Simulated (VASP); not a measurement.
Consider the following.

```
Mo
1.0
   -1.57043     1.57043     1.57043
    1.57043    -1.57043     1.57043
    1.57043     1.57043    -1.57043
Mo
1
Direct
  0.00000   0.00000   0.00000
```

Level of theory: PBE GGA with D4 dispersion, VASP's PBE PAW potentials (set 64) (plane waves; VASP). Numerical set-up: 520 eV cut-off, Gaussian smearing of 0.050 eV, potentials Mo_sv.

### Question
Predict the band gap (along the path) with the smallest direct gap where there is one.

### Answer

band gap (along the path): none (metal, semimetal or under 0.01 eV)

Total energies compare only between runs with the same potentials, cut-off and functional.

The compound is Mo in the bcc structure. It was relaxed first.
